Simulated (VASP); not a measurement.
Calculation: r2SCAN meta-GGA, VASP's PBE PAW potentials (set 64) (plane waves; VASP).

VASP ran on this input.

**INCAR**
```
# general
SYSTEM =Li(110) slab
PREC   =Normal
ENCUT  =450   # plane-wave cut-off (eV)
LREAL  =.False.   # projection in real space or not
LASPH  =.True.

# electronic loop
EDIFF  =1E-5
NELM   =100   # most electronic steps
NELMIN =4
ALGO   =Normal   # blocked Davidson
LMIXTAU=.True.

# smearing
ISMEAR =1
SIGMA  =0.1   # width (eV)

# functional
METAGGA=R2SCAN

# ions
IBRION =2
NSW    =50
ISIF   =2   # forces and stress, cell fixed
EDIFFG =-0.03

# output
LWAVE  =.True.
LCHARG =.False.

# other
LDIPOL =.True.
IDIPOL =3
DIPOL  =0.5 0.5 0.5
```

**KPOINTS**
```
Automatic mesh
0
Gamma
10 10 1
0 0 0
```

File POSCAR:
```
Li(110) slab
1.0
  3.0025223692   0.0000000000   0.0000000000
 -1.0008404586   2.8308048511   0.0000000000
  0.0000000000   0.0000000000  24.7074016882
Li
4
Direct
  0.7500000000   0.2500000000   0.3511650000
  0.2500000000   0.7500000000   0.4503880000
  0.7500000000   0.2500000000   0.5496120000
  0.2500000000   0.7500000000   0.6488350000
```

POTCAR, in this order: Li_sv (PBE.64 set). Program: vasp_std.

Output of the run:

File OUTCAR:
```
 ion  position               nearest neighbor table
   1  0.750  0.250  0.351-
   2  0.250  0.750  0.450-
   3  0.750  0.250  0.550-
   4  0.250  0.750  0.649-
  LATTYP: Found a base centered orthorhombic cell.
 ALAT       =     3.4670140721
 B/A-ratio  =     1.4142134707
 C/A-ratio  =     7.1264209416
 Subroutine PRICEL returns:
 Original cell was already a primitive cell.
 Subroutine GETGRP returns: Found  8 space group operations
The static configuration has the point symmetry C_2h.
 The point group associated with its full space group is D_2h.
The dynamic configuration has the point symmetry C_2h.
 Subroutine INISYM returns: Found  8 space group operations
 Subroutine IBZKPT returns following result:
 Found     31 irreducible k-points:

 Following reciprocal coordinates:
            Coordinates               Weight
  0.000000  0.000000  0.000000      1.000000
  0.100000  0.000000  0.000000      4.000000
  0.200000  0.000000  0.000000      4.000000
  0.300000  0.000000  0.000000      4.000000
  0.400000  0.000000  0.000000      4.000000
  0.500000  0.000000  0.000000      2.000000
  0.100000  0.100000  0.000000      2.000000
  0.200000  0.100000  0.000000      4.000000
  0.300000  0.100000  0.000000      4.000000
  0.400000  0.100000  0.000000      4.000000
  0.500000  0.100000  0.000000      4.000000
 -0.400000  0.100000  0.000000      4.000000
 -0.300000  0.100000  0.000000      4.000000
 -0.200000  0.100000  0.000000      4.000000
 -0.100000  0.100000  0.000000      2.000000
  0.200000  0.200000  0.000000      2.000000
  0.300000  0.200000  0.000000      4.000000
  0.400000  0.200000  0.000000      4.000000
  0.500000  0.200000  0.000000      4.000000
 -0.400000  0.200000  0.000000      4.000000
 -0.300000  0.200000  0.000000      4.000000
 -0.200000  0.200000  0.000000      2.000000
  0.300000  0.300000  0.000000      2.000000
  0.400000  0.300000  0.000000      4.000000
  0.500000  0.300000  0.000000      4.000000
 -0.400000  0.300000  0.000000      4.000000
 -0.300000  0.300000  0.000000      2.000000
  0.400000  0.400000  0.000000      2.000000
  0.500000  0.400000  0.000000      4.000000
 -0.400000  0.400000  0.000000      2.000000
  0.500000  0.500000  0.000000      1.000000
   k-points           NKPTS =     31   k-points in BZ     NKDIM =     31   number of bands    NBANDS=     10
   number of dos      NEDOS =    301   number of ions     NIONS =      4
   total plane-waves  NPLWV =  32768
   dimension x,y,z NGX =    16 NGY =   16 NGZ =  128
   dimension x,y,z NGXF=    32 NGYF=   32 NGZF=  256
   ions per type =               4
   PREC   = normal    normal or accurate (medium, high low for compatibility)
   ISTART =      0    job   : 0-new  1-cont  2-samecut
   ICHARG =      2    charge: 1-file 2-atom 10-const
   ISPIN  =      1    spin polarized calculation?
   LNONCOLLINEAR =      F non collinear calculations
   LSORBIT =      F    spin-orbit coupling
   INIWAV =      1    electr: 0-lowe 1-rand  2-diag
   ENCUT  =  450.0 eV  33.07 Ry    5.75 a.u.   5.19  5.19 42.74*2*pi/ulx,y,z
   NELM   =    100;   NELMIN=  4; NELMDL= -5     # of ELM steps
   EDIFF  = 0.1E-04   stopping-criterion for ELM
   LREAL  =      F    real-space projection
   NLSPLINE    = F    spline interpolate recip. space projectors
   LMAXMIX     =    2 max onsite mixed and CHGCAR
   VOSKOWN=      0    Vosko Wilk Nusair interpolation
   EDIFFG = -.3E-01   stopping-criterion for IOM
   NSW    =     50    number of steps for IOM
   NBLOCK =      1;   KBLOCK =     50    inner block; outer block
...
```

OSZICAR:
```
...
DAV:   1     0.285120745112E+02    0.28512E+02   -0.65090E+03   660   0.915E+02
DAV:   2     0.282616418448E+01   -0.25686E+02   -0.24865E+02   784   0.164E+02
DAV:   3    -0.911568849945E+01   -0.11942E+02   -0.11834E+02  1218   0.689E+01
DAV:   4    -0.106532265671E+02   -0.15375E+01   -0.15345E+01   922   0.383E+01
DAV:   5    -0.108855599674E+02   -0.23233E+00   -0.23220E+00  1092   0.114E+01    0.150E+00
DAV:   6    -0.965451067920E+01    0.12310E+01   -0.34296E+00   866   0.636E+00    0.983E-01
DAV:   7    -0.925432213710E+01    0.40019E+00   -0.36354E-01   828   0.476E+00    0.452E-01
DAV:   8    -0.956807720538E+01   -0.31376E+00   -0.14554E-01   766   0.458E+00    0.212E-01
DAV:   9    -0.922357577022E+01    0.34450E+00   -0.11988E-01   706   0.410E+00    0.133E-01
DAV:  10    -0.929170454746E+01   -0.68129E-01   -0.11152E-01   670   0.420E+00    0.844E-02
DAV:  11    -0.912046162617E+01    0.17124E+00   -0.69806E-02   714   0.383E+00    0.799E-02
DAV:  12    -0.920841162932E+01   -0.87950E-01   -0.47002E-02   682   0.317E+00    0.485E-02
DAV:  13    -0.915275809995E+01    0.55654E-01   -0.11444E-02   716   0.178E+00    0.350E-02
DAV:  14    -0.917569381094E+01   -0.22936E-01   -0.14597E-02   716   0.197E+00    0.241E-02
DAV:  15    -0.915699380513E+01    0.18700E-01   -0.20635E-03   692   0.620E-01    0.141E-02
DAV:  16    -0.914091295607E+01    0.16081E-01   -0.15923E-03   758   0.703E-01    0.115E-02
DAV:  17    -0.913537150343E+01    0.55415E-02   -0.81653E-04   794   0.386E-01    0.184E-02
DAV:  18    -0.909202940765E+01    0.43342E-01   -0.34568E-03   656   0.102E+00    0.811E-03
DAV:  19    -0.907291804491E+01    0.19111E-01   -0.21360E-03   720   0.722E-01    0.136E-02
DAV:  20    -0.906066095981E+01    0.12257E-01   -0.26919E-04   688   0.237E-01    0.115E-02
DAV:  21    -0.905663126513E+01    0.40297E-02   -0.76126E-05   688   0.114E-01    0.132E-02
DAV:  22    -0.903450728358E+01    0.22124E-01   -0.21151E-03   650   0.732E-01    0.139E-02
DAV:  23    -0.903614064668E+01   -0.16334E-02   -0.42167E-04   776   0.312E-01    0.159E-02
DAV:  24    -0.903529619308E+01    0.84445E-03   -0.12000E-05   626   0.466E-02    0.154E-02
DAV:  25    -0.903165411926E+01    0.36421E-02   -0.57538E-05   674   0.110E-01    0.120E-02
DAV:  26    -0.901075463690E+01    0.20899E-01   -0.28943E-03   662   0.790E-01    0.117E-02
DAV:  27    -0.900826761938E+01    0.24870E-02   -0.14495E-04   972   0.158E-01    0.120E-02
DAV:  28    -0.900785152996E+01    0.41609E-03   -0.93022E-06   660   0.385E-02    0.123E-02
DAV:  29    -0.900042482974E+01    0.74267E-02   -0.23505E-04   682   0.169E-01    0.142E-02
DAV:  30    -0.899290903639E+01    0.75158E-02   -0.22620E-04   718   0.202E-01    0.134E-02
DAV:  31    -0.899307546094E+01   -0.16642E-03   -0.88341E-06   728   0.311E-02    0.132E-02
DAV:  32    -0.899209551077E+01    0.97995E-03   -0.14499E-05   698   0.481E-02    0.136E-02
DAV:  33    -0.899236045504E+01   -0.26494E-03   -0.24661E-06   456   0.225E-02    0.136E-02
DAV:  34    -0.899004502515E+01    0.23154E-02   -0.62106E-05   662   0.959E-02    0.184E-02
DAV:  35    -0.898917478772E+01    0.87024E-03   -0.12685E-05   716   0.461E-02    0.184E-02
DAV:  36    -0.898334494750E+01    0.58298E-02   -0.23600E-04   666   0.158E-01    0.201E-02
DAV:  37    -0.897971275631E+01    0.36322E-02   -0.17320E-04   712   0.144E-01    0.193E-02
DAV:  38    -0.897742733026E+01    0.22854E-02   -0.10718E-04   710   0.106E-01    0.195E-02
DAV:  39    -0.898025178447E+01   -0.28245E-02   -0.18105E-04   664   0.161E-01    0.190E-02
DAV:  40    -0.898023292655E+01    0.18858E-04   -0.14454E-06   604   0.118E-02    0.190E-02
DAV:  41    -0.898016377994E+01    0.69147E-04   -0.41193E-06   468   0.222E-02    0.198E-02
DAV:  42    -0.898043983861E+01   -0.27606E-03   -0.12618E-06   458   0.122E-02    0.199E-02
DAV:  43    -0.898064627230E+01   -0.20643E-03   -0.52751E-06   394   0.331E-02    0.207E-02
DAV:  44    -0.898135115857E+01   -0.70489E-03   -0.19456E-05   680   0.504E-02    0.218E-02
DAV:  45    -0.897682113213E+01    0.45300E-02   -0.32740E-04   658   0.192E-01    0.231E-02
DAV:  46    -0.898127276947E+01   -0.44516E-02   -0.39301E-04   640   0.223E-01    0.259E-02
DAV:  47    -0.897890240802E+01    0.23704E-02   -0.12331E-04   640   0.145E-01    0.238E-02
DAV:  48    -0.897758226416E+01    0.13201E-02   -0.52331E-05   676   0.721E-02    0.220E-02
DAV:  49    -0.897735871364E+01    0.22355E-03   -0.98433E-06   646   0.494E-02    0.212E-02
DAV:  50    -0.897320134386E+01    0.41574E-02   -0.15111E-03   640   0.474E-01    0.127E-02
DAV:  51    -0.897413727934E+01   -0.93594E-03   -0.30064E-04   626   0.169E-01    0.975E-03
DAV:  52    -0.897428363435E+01   -0.14636E-03   -0.30184E-05   774   0.523E-02    0.102E-02
DAV:  53    -0.897402758704E+01    0.25605E-03   -0.26222E-05   660   0.642E-02    0.101E-02
DAV:  54    -0.897352897102E+01    0.49862E-03   -0.11771E-04   624   0.136E-01    0.880E-03
DAV:  55    -0.897329684724E+01    0.23212E-03   -0.78486E-04   620   0.297E-01    0.854E-03
DAV:  56    -0.897308438157E+01    0.21247E-03   -0.18426E-04   620   0.146E-01    0.879E-03
DAV:  57    -0.897301990852E+01    0.64473E-04   -0.38175E-05   654   0.635E-02    0.921E-03
DAV:  58    -0.897295426152E+01    0.65647E-04   -0.21730E-05   644   0.607E-02    0.954E-03
DAV:  59    -0.897303255824E+01   -0.78297E-04   -0.10773E-05   642   0.372E-02    0.973E-03
DAV:  60    -0.897294187743E+01    0.90681E-04   -0.31779E-05   626   0.697E-02    0.959E-03
DAV:  61    -0.897325415218E+01   -0.31227E-03   -0.21899E-03   646   0.451E-01    0.948E-03
DAV:  62    -0.897287756169E+01    0.37659E-03   -0.15650E-04   876   0.920E-02    0.111E-02
DAV:  63    -0.897305333853E+01   -0.17578E-03   -0.13962E-05   722   0.352E-02    0.110E-02
DAV:  64    -0.897306669198E+01   -0.13353E-04   -0.48015E-06   592   0.217E-02    0.110E-02
DAV:  65    -0.897313375805E+01   -0.67066E-04   -0.73592E-06   666   0.278E-02    0.109E-02
DAV:  66    -0.897344346753E+01   -0.30971E-03   -0.76450E-05   644   0.759E-02    0.103E-02
DAV:  67    -0.897327542287E+01    0.16804E-03   -0.35277E-05   632   0.583E-02    0.101E-02
DAV:  68    -0.897324480058E+01    0.30622E-04   -0.11125E-06   408   0.108E-02    0.100E-02
DAV:  69    -0.897327944707E+01   -0.34646E-04   -0.11190E-06   368   0.115E-02    0.999E-03
DAV:  70    -0.897331964129E+01   -0.40194E-04   -0.24880E-06   444   0.185E-02    0.996E-03
DAV:  71    -0.897333276210E+01   -0.13121E-04   -0.21189E-04   670   0.136E-01    0.958E-03
DAV:  72    -0.897336041012E+01   -0.27648E-04   -0.16292E-05   674   0.405E-02    0.958E-03
DAV:  73    -0.897325799881E+01    0.10241E-03   -0.38532E-05   642   0.642E-02    0.102E-02
DAV:  74    -0.897325011359E+01    0.78852E-05   -0.33566E-06   592   0.167E-02
   1 F= -.89732501E+01 E0= -.89736518E+01  d E =-.897325E+01
       N       E                     dE             d eps       ncg     rms          rms(c)
DAV:   1    -0.897389259156E+01   -0.63459E-03   -0.20610E-01   620   0.610E+00    0.195E-02
DAV:   2    -0.897430639401E+01   -0.41380E-03   -0.19117E-03   622   0.517E-01    0.779E-03
DAV:   3    -0.897367329758E+01    0.63310E-03   -0.71356E-04   620   0.353E-01    0.716E-03
DAV:   4    -0.897371810332E+01   -0.44806E-04   -0.41967E-05   678   0.890E-02    0.397E-03
DAV:   5    -0.897384821803E+01   -0.13011E-03   -0.54025E-05   638   0.803E-02    0.196E-03
DAV:   6    -0.897402529542E+01   -0.17708E-03   -0.27938E-05   686   0.711E-02    0.160E-03
DAV:   7    -0.897403064528E+01   -0.53499E-05   -0.14176E-05   636   0.489E-02
   2 F= -.89740306E+01 E0= -.89744419E+01  d E =-.780532E-03
       N       E                     dE             d eps       ncg     rms          rms(c)
DAV:   1    -0.897409433415E+01   -0.69039E-04   -0.28620E-03   622   0.718E-01    0.269E-03
DAV:   2    -0.897408376374E+01    0.10570E-04   -0.54865E-05   622   0.930E-02    0.116E-03
DAV:   3    -0.897408122894E+01    0.25348E-05   -0.17903E-05   608   0.567E-02    0.869E-04
DAV:   4    -0.897407302667E+01    0.82023E-05   -0.29257E-06   532   0.218E-02
   3 F= -.89740730E+01 E0= -.89744852E+01  d E =-.822913E-03
```

### OUTCAR
```
------------------------ aborting loop because EDIFF is reached ----------------------------------------
  FORCE on cell =-STRESS in cart. coord.  units (eV):
  Direction    XX          YY          ZZ          XY          YZ          ZX
  --------------------------------------------------------------------------------------
  Total       -0.5377793     -0.6598534     -1.0190170     -0.1726392      0.0000000      0.0000000
  in kB       -4.1029045     -5.0342499     -7.7744335     -1.3171241      0.0000000      0.0000000
  external PRESSURE =      -5.6371959 kB  Pullay stress =       0.0000000 kB
  volume of cell :      210.00
      direct lattice vectors                 reciprocal lattice vectors
     3.002522369  0.000000000  0.000000000     0.333053306  0.117752103  0.000000000
    -1.000840459  2.830804851  0.000000000     0.000000000  0.353256424  0.000000000
     0.000000000  0.000000000 24.707401688     0.000000000  0.000000000  0.040473701
 POSITION                                       TOTAL-FORCE (eV/Angst)
 -----------------------------------------------------------------------------------
      2.00168      0.70770      8.67564         0.000000     -0.000000     -0.009272
      0.00000      2.12310     11.13245        -0.000000      0.000000      0.026190
      2.00168      0.70770     13.57495        -0.000000      0.000000     -0.026190
      0.00000      2.12310     16.03176        -0.000000      0.000000      0.009272
 -----------------------------------------------------------------------------------
    total drift:                                0.000000      0.000000      0.000000
  FREE ENERGIE OF THE ION-ELECTRON SYSTEM (eV)
  ---------------------------------------------------
  free  energy   TOTEN  =        -8.9740730267 eV

  energy  without entropy=       -8.9753094526  energy(sigma->0) =       -8.97448517

 reached required accuracy - stopping structural energy minimisation
```
(Selected blocks of OUTCAR.)

### CONTCAR
```
Li(110) slab
   1.00000000000000
     3.0025223691999998    0.0000000000000000    0.0000000000000000
    -1.0008404585999999    2.8308048510999999    0.0000000000000000
     0.0000000000000000    0.0000000000000000   24.7074016882000009
  Li
     4
Direct
     0.7500000000000000    0.2500000000000000    0.3511354394083276
     0.2500000000000000    0.7500000000000000    0.4505713739856200
     0.7500000000000000    0.2500000000000000    0.5494286260143800
     0.2500000000000000    0.7500000000000000    0.6488645605916724
```

At this cut-off the stress carries a Pulay error, which pulls relaxed volumes low.

The cell is a thin slab with vacuum, built from Li (bcc): (110) face.
